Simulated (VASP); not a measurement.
Here is the system:

```yaml
crystal:
  lattice:
    - [0.00000, 2.79779, 2.79779]
    - [2.79779, 0.00000, 2.79779]
    - [2.79779, 2.79779, 0.00000]
  atoms:
    - { symbol: Li, position: [0.25000, 0.25000, 0.25000] }
    - { symbol: Li, position: [0.75000, 0.75000, 0.75000] }
    - { symbol: S, position: [0.00000, 0.00000, 0.00000] }
```

Level of theory: PBE GGA with D3 dispersion (zero damping), VASP's PBE PAW potentials (set 64) (plane waves; VASP). Numerical set-up: 520 eV cut-off, 8×8×8 Γ-centred mesh, tetrahedra with Blöchl corrections, potentials Li_sv S.

Question: What does the run give for the energy per atom (σ→0), band gap (on the k-mesh) with the smallest direct gap where there is one?

Answer: 
```yaml
band gap (on the k-mesh): 3.35 eV
smallest direct gap (on the k-mesh): 4.56 eV
energy per atom (σ→0): -4.186 eV/atom
```

The absolute energy has meaning only against runs of the same code, potentials and settings.

The compound is Li2S in the antifluorite structure. It was relaxed first, which changed the volume by -6 %.
